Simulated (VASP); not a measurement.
# Mg6AlV (Amm2) in VASP: reference runs, part 2 of 2

VASP 6.6.1.

**3. Single point, PBE, collinear spin, ferromagnetic start (atoms moved at random, drawn with an rms of 0.05 Å)**

The input, INCAR:

```
PREC = Accurate
ENCUT = 520
EDIFF = 1E-7
ISMEAR = -1
SIGMA = 0.05
LREAL = False
LASPH = True
NELM = 150
ALGO = Normal
ISIF = 2
LWAVE = False
LCHARG = True
ISPIN = 2
MAGMOM = 2 0 0 0 0 0 0 0
LORBIT = 11
LMAXMIX = 4
GGA = PE
LELF = True
LVHAR = True
NBANDS = 28
```

The input, KPOINTS:

```
Automatic mesh
0
Gamma
  6 5 5
```

The input, POSCAR:

```
Mg6AlV
1.0
    4.9456000000      0.0000000000      0.0000000000
    0.0000000000      3.0996280000      5.3631915000
    0.0000000000     -3.0996280000      5.3631915000
V Al Mg
1 1 6
Direct
    0.4929290000      0.6847330000      0.6679740000
    0.0023660000      0.8170620000      0.8157490000
    0.4935790000      0.1661130000      0.1643110000
    0.5114390000      0.6765850000      0.1602100000
    0.5030480000      0.1628820000      0.6697010000
    0.0121370000      0.3438970000      0.3364350000
    0.0021200000      0.8341200000      0.3433700000
   -0.0048690000      0.3485090000      0.8241790000
```

Potentials or basis: VASP PAW PBE potentials, release 64 (V_sv, Al, Mg).

Started as:

```sh
$ cat potpaw_PBE.64/V_sv/POTCAR potpaw_PBE.64/Al/POTCAR potpaw_PBE.64/Mg/POTCAR > POTCAR
$ mpirun -np 1 vasp_std > vasp.out
```

OUTCAR:

```text
PREC = Accurate
   ENCUT = 520
   EDIFF = 1E-7
   ISMEAR = -1
   LREAL = False
   LASPH = True
   NELM = 150
   ISIF = 2
   ISPIN = 2
   LORBIT = 11
   GGA = PE

 ion  position               nearest neighbor table
   1  0.493  0.685  0.668-   2 2.85   2 2.93   5 2.97   7 2.99   4 3.03   8 3.05   3 3.06   7 3.06
                             8 3.07   3 3.15   4 3.17   5 3.23
   2  0.002  0.817  0.816-   1 2.85   7 2.87   8 2.88   1 2.93   4 3.06   6 3.09   5 3.09   5 3.10
                             6 3.13   4 3.13   8 3.32   7 3.32
   3  0.494  0.166  0.164-   7 3.01   6 3.03   4 3.05   1 3.06   8 3.07   5 3.07   8 3.08   7 3.08
                             5 3.12   1 3.15   4 3.15   6 3.18
   4  0.511  0.677  0.160-   1 3.03   5 3.03   7 3.04   3 3.05   6 3.05   6 3.05   2 3.06   7 3.11
                             2 3.13   3 3.15   5 3.17   1 3.17
   5  0.503  0.163  0.670-   1 2.97   6 3.02   4 3.03   8 3.04   3 3.07   6 3.09   2 3.09   2 3.10
                             8 3.11   3 3.12   4 3.17   1 3.23
   6  0.012  0.344  0.336-   5 3.02   3 3.03   8 3.04   4 3.05   4 3.05   7 3.06   5 3.09   2 3.09
                             2 3.13   7 3.14   8 3.16   3 3.18
   7  0.002  0.834  0.343-   2 2.87   1 2.99   8 3.00   3 3.01   4 3.04   6 3.06   1 3.06   3 3.08
                             4 3.11   6 3.14   8 3.20   2 3.32
   8  0.995  0.349  0.824-   2 2.88   7 3.00   6 3.04   5 3.04   1 3.05   3 3.07   1 3.07   3 3.08
                             5 3.11   6 3.16   7 3.20   2 3.32

  LATTYP: Found a base centered orthorhombic cell.
 ALAT       =     6.1992560000
 B/A-ratio  =     1.7302694065
 C/A-ratio  =     0.7977731521

  Lattice vectors:

 A1 = (   0.0000000000,   3.0996280000,  -5.3631915000)
 A2 = (   0.0000000000,   3.0996280000,   5.3631915000)
 A3 = (   4.9456000000,   0.0000000000,   0.0000000000)

Analysis of symmetry for initial positions (statically):
=====================================================================
 Subroutine PRICEL returns:
 Original cell was already a primitive cell.

 Routine SETGRP: Setting up the symmetry group for a
 base centered orthorhombic supercell.

 Subroutine GETGRP returns: Found  1 space group operations
 (whereof  1 operations were pure point group operations)
 out of a pool of  8 trial point group operations.

The static configuration has the point symmetry C_1 .

Analysis of symmetry for dynamics (positions and initial velocities):
=====================================================================
 Subroutine PRICEL returns:
 Original cell was already a primitive cell.

 Routine SETGRP: Setting up the symmetry group for a
 base centered orthorhombic supercell.

 Subroutine GETGRP returns: Found  1 space group operations
 (whereof  1 operations were pure point group operations)
 out of a pool of  8 trial point group operations.

The dynamic configuration has the point symmetry C_1 .

Analysis of structural, dynamic, and magnetic symmetry:
=====================================================================
 Subroutine PRICEL returns:
 Original cell was already a primitive cell.

 Routine SETGRP: Setting up the symmetry group for a
 base centered orthorhombic supercell.

 Subroutine GETGRP returns: Found  1 space group operations
 (whereof  1 operations were pure point group operations)
 out of a pool of  8 trial point group operations.

The overall configuration has the point symmetry C_1 .

 Subroutine INISYM returns: Found  1 space group operations
 (whereof  1 operations are pure point group operations),
 and found     1 'primitive' translations

[... 127 lines left out ...]
  volume/ion in A,a.u.               =      20.55       138.70
  Fermi-wavevector in a.u.,A,eV,Ry     =   0.907403  1.714743 11.202768  0.823380
  Thomas-Fermi vector in A             =   2.031206
   LORBIT       =     11    0 simple, 1 ext, 2 COOP (PROOUT), +10 PAW based schemes
   GGA     = PE    functional components
   LHFCALC =     F    Hartree Fock is set to
   AEXX    =    0.0000 exact exchange contribution
   IVDW    =     0    specifies the selected vdW correction
   LEPSILON=     F    determine dielectric tensor
   LRPA    =     F    only Hartree local field effects (RPA)
 spin polarized calculation
  energy-cutoff  :      520.00
  volume of cell :      164.43
 maximum number of plane-waves:      4458
 NGX is ok and might be reduce to    40
   NGX = 19   NGY = 23   NGZ = 23

 number of electron      27.9999996 magnetization       3.0398089

 Free energy of the ion-electron system (eV)
  ---------------------------------------------------
  ext. energy  EPLUGINS =         0.00000000
  ---------------------------------------------------
  free energy    TOTEN  =       -20.73365138 eV

  energy without entropy =      -20.69381417  energy(sigma->0) =      -20.71373278

 E-fermi :   3.7846     XC(G=0):  -9.1187

 val. band max:        3.7818315625   @ k =   0.0000   0.4000   0.4000
 cond. band min:       3.7963562960   @ k =   0.3333   0.2000  -0.0000
 fundamental gap:      0.0145247335
 Fermi energy:         3.7846055960

 spin component 1

 k-point     1 :       0.0000    0.0000    0.0000
  band No.  band energies     occupation
      1     -61.0030      1.00000
      2     -34.8949      1.00000
      3     -34.8841      1.00000
      4     -34.8364      1.00000
      5      -3.8592      1.00000
      6       0.2575      1.00000
[... 685 lines left out ...]
     25       8.2046      0.00000
     26       8.6669      0.00000

 [... further k-points ...]

 spin component 2

 k-point     1 :       0.0000    0.0000    0.0000
  band No.  band energies     occupation
      1     -58.6415      1.00000
      2     -32.5789      1.00000
      3     -32.5644      1.00000
      4     -32.4311      1.00000
      5      -3.7400      1.00000
      6       0.4027      1.00000
[... 685 lines left out ...]
     25       8.5415      0.00000
     26       8.9071      0.00000

 [... further k-points ...]

 [bands above 26 left out]

------------------------ aborting loop because EDIFF is reached ----------------------------------------

  FORCE on cell =-STRESS in cart. coord.  units (eV):
  Direction    XX          YY          ZZ          XY          YZ          ZX
  --------------------------------------------------------------------------------------
  -------------------------------------------------------------------------------------
  Total       -0.2879043      0.2303194      0.5882083     -0.0378972     -0.0065129      0.0720444
  in kB       -2.8052847      2.2441884      5.7313892     -0.3692627     -0.0634603      0.7019870
  external PRESSURE =       1.7234309 kB  Pullay stress =       0.0000000 kB

 VOLUME and BASIS-vectors are now :
 -----------------------------------------------------------------------------
  energy-cutoff  :      520.00
  volume of cell :      164.43
      direct lattice vectors                 reciprocal lattice vectors
     4.945600000  0.000000000  0.000000000     0.202199935  0.000000000  0.000000000
     0.000000000  3.099628000  5.363191500     0.000000000  0.161309680  0.093228071
     0.000000000 -3.099628000  5.363191500     0.000000000 -0.161309680  0.093228071

 POSITION                                       TOTAL-FORCE (eV/Angst)
 -----------------------------------------------------------------------------------
      2.43783      0.05195      7.25483         0.121325     -0.165913     -0.128606
      0.01170      0.00407      8.75708        -0.029394      0.033655      0.285401
      2.44104      0.00559      1.77213         0.172300      0.115438      0.143454
      2.52937      1.60057      4.48789        -0.077319     -0.005419     -0.043766
      2.48787     -1.57095      4.46530         0.010854      0.027900      0.054880
      0.06002      0.02313      3.64875        -0.148174      0.000918     -0.243153
      0.01048      1.52114      6.31510        -0.062572      0.111109     -0.074836
      4.92152     -1.47440      6.28935         0.012980     -0.117688      0.006626
 -----------------------------------------------------------------------------------
    total drift:                               -0.000153     -0.000587     -0.000490

  FREE ENERGIE OF THE ION-ELECTRON SYSTEM (eV)
  ---------------------------------------------------
  free  energy   TOTEN  =       -20.7336513779 eV

  energy  without entropy=      -20.6938141738  energy(sigma->0) =      -20.71373278

 total charge

# of ion       s       p       d       tot
------------------------------------------
    1        2.218   6.094   3.025  11.337
    2        0.441   0.325   0.000   0.766
    3        0.212   0.149   0.013   0.374
    4        0.205   0.142   0.016   0.363
    5        0.206   0.142   0.016   0.364
    6        0.218   0.134   0.015   0.367
    7        0.211   0.144   0.017   0.372
    8        0.210   0.143   0.016   0.369
--------------------------------------------------
tot          3.921   7.273   3.118  14.312

 magnetization (x)

# of ion       s       p       d       tot
------------------------------------------
    1        0.039   0.032   2.386   2.458
    2       -0.014  -0.003   0.000  -0.017
    3       -0.007  -0.002   0.001  -0.008
    4       -0.006  -0.001   0.001  -0.006
    5       -0.006  -0.001   0.001  -0.006
    6        0.011  -0.005  -0.000   0.006
    7       -0.005   0.007   0.002   0.004
    8       -0.005   0.007   0.002   0.004
--------------------------------------------------
tot          0.007   0.034   2.394   2.435
```

Wall time 11 min (1 thread of Intel Xeon Platinum 8559C (Emerald Rapids), shared host); peak memory 0.72 GiB.

What came out:

```yaml
Free_energy: -20.7337 eV
Pressure: 0.2 GPa
Largest_force: 0.289 eV/Å
Band_gap_on_the_k_mesh: none (metal or under the smearing width)
Net_moment: 3.04 μB per cell
Site_moments: V +2.46; Al -0.02; Mg -0.01, +0.01, +0.00 μB
Valence_electrons_inside_the_program's_atomic_spheres: V 11.34; Al 0.77; Mg 0.37, 0.36
```

Forces on the atoms (eV/Å):
```
V    0.121 -0.166 -0.129
Al  -0.029  0.034  0.285
Mg   0.172  0.115  0.143
Mg  -0.077 -0.005 -0.044
Mg   0.011  0.028  0.055
Mg  -0.148  0.001 -0.243
Mg  -0.063  0.111 -0.075
Mg   0.013 -0.118  0.007
```

Stress tensor (GPa, compression positive):
```
-0.28 -0.04  0.07
-0.04  0.22 -0.01
 0.07 -0.01  0.57
```

Levels at points of the mesh, in eV from the Fermi level:
Spin up:
```tsv
k point	band 11	band 12	band 13	band 14	band 15	band 16	band 17	band 18	band 19	band 20
(0.00, 0.00, 0.00)	-2.10	-1.87	-1.30	-0.89	-0.79	0.02	0.03	0.85	2.73	3.08
(0.50, 0.00, 0.00)	-1.54	-1.23	-1.15	-1.10	-0.97	-0.77	-0.75	-0.40	0.58	1.04
```
Spin down:
```csv
k point,band 8,band 9,band 10,band 11,band 12,band 13,band 14,band 15,band 16,band 17
"(0.00, 0.00, 0.00)",-2.61,-2.23,-2.04,-1.89,-1.71,-0.77,0.54,1.00,1.65,1.67
"(0.50, 0.00, 0.00)",-1.88,-1.54,-1.31,-1.12,-1.05,-0.86,-0.67,-0.44,-0.38,-0.30
```
